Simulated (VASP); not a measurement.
All values below come from SCAN meta-GGA, VASP's PBE PAW potentials (set 64) (plane waves; VASP 6.6.1).

The input files of a VASP run:

INCAR:
```
SYSTEM = Ag
PREC = Accurate
ENCUT = 400
EDIFF = 1E-6
NELM = 100
ALGO = Normal
LREAL = .FALSE.
LASPH = .TRUE.
ISMEAR = 1
SIGMA = 0.1
METAGGA = SCAN
LMIXTAU = .TRUE.
LMAXMIX = 4
LWAVE = .FALSE.
LCHARG = .FALSE.
IBRION = 2
ISIF = 3
NSW = 60
EDIFFG = -0.01
```

**POSCAR**
```
Ag
1
    2.8711266488     0.0000000000     0.0000000000
   -1.4355633244     2.4864682083     0.0000000000
   -0.0000000000    -0.0000000000     4.7613688866
Ag
2
Direct
  0.3333330000   0.6666670000   0.2500000000
  0.6666670000   0.3333330000   0.7500000000
```

### KPOINTS
```
Automatic mesh
0
Gamma
13 13 7
0 0 0
```

POTCAR, in this order: Ag (PBE.64 set). Program: vasp_std.

Output

File OSZICAR:
```
       N       E                     dE             d eps       ncg     rms          rms(c)
DAV:   1     0.446362457342E+02    0.44636E+02   -0.10552E+04  2528   0.122E+03
DAV:   2    -0.693048889239E+02   -0.11394E+03   -0.10946E+03  2583   0.271E+02
DAV:   3    -0.705989595688E+02   -0.12941E+01   -0.12924E+01  3192   0.354E+01
DAV:   4    -0.706021136621E+02   -0.31541E-02   -0.31540E-02  2961   0.162E+00
DAV:   5    -0.706021413624E+02   -0.27700E-04   -0.27700E-04  3234   0.156E-01    0.973E+00
DAV:   6    -0.636328034619E+02    0.69693E+01   -0.13589E+01  2555   0.460E+01    0.764E+00
DAV:   7    -0.627648281746E+02    0.86798E+00   -0.45295E-01  2807   0.860E+00    0.349E+00
DAV:   8    -0.628012521088E+02   -0.36424E-01   -0.27247E-01  2569   0.602E+00    0.134E+00
DAV:   9    -0.627350313579E+02    0.66221E-01   -0.11529E-01  2569   0.436E+00    0.529E-01
DAV:  10    -0.627100285155E+02    0.25003E-01   -0.12623E-02  3136   0.114E+00    0.503E-01
DAV:  11    -0.627490667997E+02   -0.39038E-01   -0.28588E-02  2646   0.190E+00    0.260E-01
DAV:  12    -0.627505089365E+02   -0.14421E-02   -0.15167E-03  2835   0.402E-01    0.104E-01
DAV:  13    -0.627508050650E+02   -0.29613E-03   -0.42286E-04  3094   0.205E-01    0.577E-02
DAV:  14    -0.627506440102E+02    0.16105E-03   -0.52401E-05  3024   0.795E-02    0.180E-02
DAV:  15    -0.627507309841E+02   -0.86974E-04   -0.49507E-05  2681   0.763E-02    0.928E-03
DAV:  16    -0.627507054840E+02    0.25500E-04   -0.10378E-05  2660   0.379E-02    0.445E-03
DAV:  17    -0.627507325669E+02   -0.27083E-04   -0.14108E-06  2190   0.125E-02    0.186E-03
DAV:  18    -0.627507274256E+02    0.51413E-05   -0.23602E-07  1372   0.583E-03    0.128E-03
DAV:  19    -0.627507268531E+02    0.57255E-06   -0.42323E-07  1309   0.606E-03
   1 F= -.62750727E+02 E0= -.62750445E+02  d E =-.627507E+02
       N       E                     dE             d eps       ncg     rms          rms(c)
DAV:   1    -0.627529960713E+02   -0.22686E-02   -0.33316E-02  2520   0.216E+00    0.306E-01
DAV:   2    -0.627505156528E+02    0.24804E-02   -0.67764E-03  2520   0.975E-01    0.947E-02
DAV:   3    -0.627505428479E+02   -0.27195E-04   -0.74478E-05  2660   0.890E-02    0.688E-02
DAV:   4    -0.627507031700E+02   -0.16032E-03   -0.13901E-04  2786   0.128E-01    0.183E-02
DAV:   5    -0.627506629911E+02    0.40179E-04   -0.88457E-05  2625   0.108E-01    0.735E-03
DAV:   6    -0.627506717672E+02   -0.87761E-05   -0.10816E-06  2089   0.104E-02    0.580E-03
DAV:   7    -0.627506635017E+02    0.82655E-05   -0.66235E-07  1974   0.781E-03    0.150E-03
DAV:   8    -0.627506786409E+02   -0.15139E-04   -0.45874E-07  1302   0.792E-03    0.345E-04
DAV:   9    -0.627506770834E+02    0.15575E-05   -0.91070E-09  1260   0.104E-03    0.258E-04
DAV:  10    -0.627506753418E+02    0.17417E-05   -0.58488E-09  1260   0.765E-04    0.150E-04
DAV:  11    -0.627506747757E+02    0.56603E-06   -0.26671E-09  1260   0.584E-04
   2 F= -.62750675E+02 E0= -.62750391E+02  d E =0.520773E-04
       N       E                     dE             d eps       ncg     rms          rms(c)
DAV:   1    -0.627509891910E+02   -0.31385E-03   -0.45230E-03  2520   0.797E-01    0.113E-01
DAV:   2    -0.627507778826E+02    0.21131E-03   -0.91336E-04  2520   0.358E-01    0.353E-02
DAV:   3    -0.627507617842E+02    0.16098E-04   -0.10358E-05  2632   0.334E-02    0.256E-02
DAV:   4    -0.627506457925E+02    0.11599E-03   -0.19142E-05  2786   0.473E-02    0.658E-03
DAV:   5    -0.627507146951E+02   -0.68903E-04   -0.12433E-05  2625   0.406E-02    0.273E-03
DAV:   6    -0.627507122216E+02    0.24735E-05   -0.17861E-07  1358   0.428E-03    0.210E-03
DAV:   7    -0.627507169154E+02   -0.46938E-05   -0.78477E-08  1260   0.283E-03    0.506E-04
DAV:   8    -0.627507108341E+02    0.60813E-05   -0.63416E-08  1260   0.298E-03    0.951E-05
DAV:   9    -0.627507116699E+02   -0.83586E-06   -0.14755E-09  1260   0.388E-04
   3 F= -.62750712E+02 E0= -.62750429E+02  d E =0.151831E-04
```

File OUTCAR:
```
------------------------ aborting loop because EDIFF is reached ----------------------------------------
  FORCE on cell =-STRESS in cart. coord.  units (eV):
  Direction    XX          YY          ZZ          XY          YZ          ZX
  --------------------------------------------------------------------------------------
  Total       -0.0019462     -0.0019462      0.0020793     -0.0000000      0.0000000      0.0000000
  in kB       -0.0918876     -0.0918875      0.0981711     -0.0000000      0.0000000      0.0000000
  external PRESSURE =      -0.0285347 kB  Pullay stress =       0.0000000 kB
  volume of cell :       33.94
      direct lattice vectors                 reciprocal lattice vectors
     2.869364469  0.000000000  0.000000000     0.348509229  0.201211930  0.000000000
    -1.434682234  2.484942116 -0.000000000    -0.000000000  0.402423861  0.000000000
     0.000000000 -0.000000000  4.759360584    -0.000000000  0.000000000  0.210112258
 POSITION                                       TOTAL-FORCE (eV/Angst)
 -----------------------------------------------------------------------------------
     -0.00000      1.65663      1.18984        -0.000000     -0.000000      0.000000
      1.43468      0.82831      3.56952         0.000000      0.000000      0.000000
 -----------------------------------------------------------------------------------
    total drift:                               -0.000140      0.000099     -0.000014
  FREE ENERGIE OF THE ION-ELECTRON SYSTEM (eV)
  ---------------------------------------------------
  free  energy   TOTEN  =       -62.7507116699 eV

  energy  without entropy=      -62.7498624184  energy(sigma->0) =      -62.75042859

 reached required accuracy - stopping structural energy minimisation
```
(Selected blocks of OUTCAR.)

### CONTCAR
```
Ag
   1.00000000000000
     2.8693644688207538    0.0000000000000000    0.0000000000000000
    -1.4346822344103769    2.4849421164214118   -0.0000000000000000
     0.0000000000000000   -0.0000000000000000    4.7593605844216151
  Ag
     2
Direct
     0.3333330000000032    0.6666669999999968    0.2500000000000000
     0.6666669999999968    0.3333330000000032    0.7500000000000000
```

File OUTCAR:
```
 val. band max:        8.3444998289   @ k =   0.3846  -0.0000   0.4286

 cond. band min:       8.3795651917   @ k =   0.1538  -0.0000   0.1429


 Fermi energy:         8.3645051311

 k-point     1 :       0.0000    0.0000    0.0000
  band No.  band energies     occupation
      1       0.3436      2.00000
      2       1.6452      2.00000
      3       3.2165      2.00000
      4       3.3707      2.00000
      5       3.3714      2.00000
      6       3.6028      2.00000
      7       3.6034      2.00000
      8       4.0379      2.00000
      9       4.0379      2.00000
     10       5.0318      2.00000
     11       5.0319      2.00000
     12       7.8820      2.00000
     13      11.8870      0.00000
     14      24.9058      0.00000
     15      26.4832      0.00000

 k-point     2 :       0.0769   -0.0000    0.0000
  band No.  band energies     occupation
      1       0.5160      2.00000
      2       1.7469      2.00000
      3       3.1448      2.00000
      4       3.4361      2.00000
      5       3.4636      2.00000
      6       3.5692      2.00000
      7       3.6882      2.00000
      8       3.9492      2.00000
      9       3.9857      2.00000
     10       4.7323      2.00000
     11       5.0526      2.00000
     12       8.3887      0.60358
     13      11.9241      0.00000
     14      24.4258      0.00000
     15      25.8512      0.00000

 k-point     3 :       0.1538   -0.0000    0.0000
  band No.  band energies     occupation
      1       0.9990      2.00000
      2       1.9903      2.00000
      3       3.0117      2.00000
      4       3.4359      2.00000
      5       3.6202      2.00000
      6       3.6849      2.00000
      7       3.7272      2.00000
      8       3.8533      2.00000
      9       3.9293      2.00000
     10       4.2819      2.00000
     11       5.0983      2.00000
     12       9.5302     -0.00000
     13      12.0547      0.00000
     14      21.9412      0.00000
     15      24.6402      0.00000
...
```

The structure comes from a measured Ag entry (P6_3/mmc) of the Crystallography Open Database, whose conditions weren't checked. This run relaxes it. Symmetry was kept, so distortions that lower it aren't found. The start is the result of an earlier pass.
